An engineer wants the band gap of crystalline silicon from a PBE calculation and has to choose the plane-wave cutoff, the kinetic energy up to which waves are kept in the basis. The plan is to raise the cutoff in steps of 50 eV and to stop when the gap changes by less than 0.001 eV. In the table, "gap on mesh" is the highest occupied level subtracted from the lowest empty one, wherever on the mesh of wave vectors the two lie. "Direct gap on mesh" is the smallest such difference at a single wave vector.

Silicon in the diamond structure, computed with VASP 6.6.1 using PBE and the recommended PAW potentials, without spin polarisation or spin–orbit coupling. All rows use the same two-atom cell (cubic edge 5.427 Å), an 8 × 8 × 8 k mesh that includes Γ, and Gaussian smearing of 0.02 eV.

```
wave cutoff  gap on mesh (eV)  direct gap on mesh (eV)
     200 eV           0.61700                  2.57100
     250 eV           0.61700                  2.56800
     300 eV           0.61400                  2.56800
     350 eV           0.61400                  2.56600
     400 eV           0.61300                  2.56600
     450 eV           0.61300                  2.56600
     520 eV           0.61300                  2.56600
     600 eV           0.61300                  2.56600
     700 eV           0.61300                  2.56600
```

**(a) At which cutoff does the engineer stop, and what is wrong with the result?**

*Solution.* The engineer stops at 250 eV, because the gap is 0.617 eV there and at 200 eV. One more step would have shown a fall to 0.614 eV, and from 400 eV upwards the value is 0.613 eV. The pause was a false plateau. The direct gap has one too, between 250 and 300 eV, so the stopping rule fails for both columns.

For the gap itself the damage is small, about 4 meV. The same runs show that the basis was far from complete. Measured against the run at 700 eV, the total energy is too high by 47 meV per cell at 200 eV and still by 21 meV at 250 eV. The pressure even moves away from its final value over this step: it is too low by 0.15 GPa at first and by 0.19 GPa afterwards.

The failure can therefore be recognised by looking at quantities that are not differences of two similar levels. The valence edge alone falls by 13 meV between 200 and 250 eV, and the conduction edge falls by the same amount. The gap stood still because its two ends moved together.

**(b) Why do the two edges move together, and how far can one rely on it?**

*Solution.* A cutoff sets the shortest wave in the basis, about 0.8 Å at 250 eV. A level suffers if its wavefunction has detail finer than that, and such detail sits close to the nuclei. The PAW method replaces each wavefunction near a nucleus by a smoother one, and only this smoother wave has to be built from plane waves. An s-like wave of this kind can be flat there, whereas a p-like wave has to change sign across the nucleus and a d-like wave changes sign more often still on the way round it. On this argument the error of a level should grow from s to p to d, and two levels of like character should have similar errors.

The levels at the centre of the Brillouin zone, $\Gamma$, allow a test, since symmetry sorts them there. A non-degenerate level can contain s but no p character, a threefold one p but no s, and a twofold one neither, so that d is the first character open to it. Between 250 and 600 eV the lowest non-degenerate valence and conduction levels move by only 0.2 meV. The threefold level at the top of the valence band falls by 12 meV, and a twofold level high in the conduction band by 78 meV. Height in energy does not explain this, for another non-degenerate level, about 0.2 eV above the twofold one, moves by less than 2 meV. The order is the expected one, although the runs show only the pattern; the link to short waves near the nucleus is the theoretical argument.

The direct gap lies between two threefold levels, which fall by 11.7 and 13.7 meV, so only 2 meV of error is left in it. The separation between the valence top and the non-degenerate conduction level has no such protection, and it changes by 11.5 meV. This comparison also disposes of the idea that all levels merely slide with the zero of energy, for then the non-degenerate levels would have moved as well. A gap between an s-like and a p-like edge should thus be expected to carry nearly the full error of the p-like one.

The conduction edge that sets the smaller gap lies away from $\Gamma$, where s and p character may mix. Its shift still resembles that of the threefold levels, which suggests a simple model: the error of the conduction edge is a fixed multiple $r$ of the valence-edge error $\varepsilon_v$. The error of the gap is then

$$\Delta_{\text{gap}} = r\,\varepsilon_v-\varepsilon_v=(r-1)\,\varepsilon_v .$$

A fit to all nine rows, with errors taken relative to 700 eV, gives $r\approx1.22$, so about four fifths of the valence-edge error cancels.

At 250 eV, a row that was part of the fit, the valence edge is too high by 11.7 meV. The model gives $0.216\times11.7\approx2.5$ meV for the gap error, whereas the computed one is 4.5 meV. At 200 eV it gives 5.4 meV against 4.4 meV. The model thus reproduces the size of the gap error, a few meV and not tens of meV, but it makes that error halve exactly where the computed gap pauses. The false plateau comes from a ratio of the two edge errors that changes with the cutoff. New plane waves enter the basis at different cutoffs for different wave vectors, which may contribute. It cannot be the whole reason for such pauses, since the direct gap pauses too, and both its levels lie at $\Gamma$.

**(c) At 700 eV the gap no longer changes with the cutoff. Is 0.613 eV now the PBE gap of this crystal, and can it be used to estimate the intrinsic carrier density of silicon?**

*Solution.* A higher cutoff describes each computed level better, but it adds no new points to the mesh on which levels are computed. Silicon's conduction minimum lies on the line from $\Gamma$ to the zone boundary point X, and the mesh steps along this line in quarters. The lowest empty level found is the one at three quarters of the way. One step nearer to $\Gamma$ the band is higher by half an electronvolt, so it is steep on the scale of the mesh, and its minimum may well fall between two points.

The depth of that minimum can be estimated from levels already computed. In the diamond structure the two lowest conduction bands meet at X, and each continues smoothly into the other. The upper band at three quarters of the line can therefore be read as the lower band one step beyond X. With $u$ counting mesh steps from X, the run at 600 eV gives 6.977 eV at $u=-2$, 6.460 eV at $u=-1$ and 7.384 eV at $u=+1$.

Through these three points goes a parabola $E=a+cu+bu^2$. The last two levels give $c=(7.384-6.460)/2=0.462$ eV and $a+b=(7.384+6.460)/2=6.922$ eV. The first gives $a+4b=6.977+2c=7.901$ eV, hence $b=0.326$ eV and $a=6.596$ eV. The minimum is

$$E_{\min}=a-\frac{c^2}{4b}=6.596-0.164=6.432\ \text{eV},$$

which is 0.028 eV below the lowest level on the mesh.

Curves through four and six levels give 0.036 and 0.070 eV, so only the order of magnitude is safe: some hundredths of an electronvolt. Even so, this is several times the whole cutoff error at 200 eV, and it is present in every row. The third decimal of 0.613 eV is converged with respect to the cutoff, while the second is already in doubt because of the mesh. A denser mesh, or a band calculation along the line to X, would settle it. The gap also belongs to the cell as given: PBE finds a pressure of about 2 GPa in it, so the equilibrium cell of PBE would be somewhat larger and have a slightly different gap.

A larger error comes from the functional. The measured gap at room temperature is roughly 1.1 eV, a recalled value, so PBE misses about half an electronvolt. Spin–orbit coupling and lattice vibrations are absent from the calculation, but in silicon both would narrow the gap further. The accepted reason is that the true gap contains a jump of the exchange–correlation potential when an electron is added to the crystal. A functional such as PBE has no such jump, and no basis or mesh can supply it.

The intrinsic carrier density $n_i$, the density of electrons thermally excited across the gap of the pure crystal, depends exponentially on that gap. With $k_{\mathrm B}$ the Boltzmann constant and $T$ the temperature,

$$n_i\propto \exp\!\left(-\frac{E_{\text{gap}}}{2k_{\mathrm B}T}\right).$$

At 300 K the cutoff error at 200 eV makes $n_i$ too small by a factor of 1.09, and the mesh error makes it too small by a factor of about two if the four-level estimate is taken. Set against the measured gap, the 0.613 eV of the table makes $n_i$ too large by a factor of about ten thousand, even though the mesh error works the other way. The computed gap is therefore unfit for this purpose at any cutoff in the table, and the steady digits in its last rows give no hint of it. The output below lists the edge, energy and pressure errors row by row, together with the fit and the three interpolations.

The analysis program printed:

```
Value less that at 700 eV:
     row  valence edge meV  conduction edge meV  gap meV  energy meV per cell  pressure GPa
  200 eV              24.9                 29.3      4.4                47.04       -0.1498
  250 eV              11.7                 16.2      4.5                20.84       -0.1938
  300 eV               3.6                  4.5      0.9                  6.6       -0.1231
  350 eV               0.9                  1.8      0.9                 2.29      -0.05888
  400 eV               0.1                  0.5      0.4                 0.43      -0.01806
  450 eV                 0                  0.1      0.1                 0.17      -0.01229
  520 eV                 0                  0.1      0.1                  0.2      -0.01212
  600 eV                 0                  0.1      0.1                 0.07     -0.004697
  700 eV                 0                    0        0                    0             0
fit of dc on 9 rows: coefficient of dv 1.216 +/- 0.03; rms 0.784, worst 250 eV -1.98, leave-one-out rms 1.86
Gap error at 200 eV from proportional edges (meV): 5.373
Gap error at 250 eV from proportional edges (meV): 2.525
Direct gap at 200 eV less that at 700 eV (meV): 5
Fall of lowest singlet from 250 to 600 eV (meV): -0.2
Fall of valence-top triplet from 250 to 600 eV (meV): 11.7
Fall of conduction triplet from 250 to 600 eV (meV): 13.7
Fall of conduction singlet from 250 to 600 eV (meV): 0.2
Fall of twofold level near 13.6 eV from 250 to 600 eV (meV): 78.2
Change of triplet-triplet separation from 250 to 600 eV (meV): -2
Change of singlet-triplet separation from 250 to 600 eV (meV): 11.5
Minimum below lowest mesh point, three levels (meV): 27.84
Minimum below lowest mesh point, four levels (meV): 36.45
Minimum below lowest mesh point, six levels (meV): 70.09
Position of minimum, four levels (fraction of Gamma-X): 0.825
Rough measured gap less computed gap at 700 eV (eV): 0.487
Carrier density factor at 300 K from cutoff error at 200 eV: 1.089
Carrier density factor at 300 K from mesh error, four levels: 2.024
Carrier density factor at 300 K from functional error: 12320
```
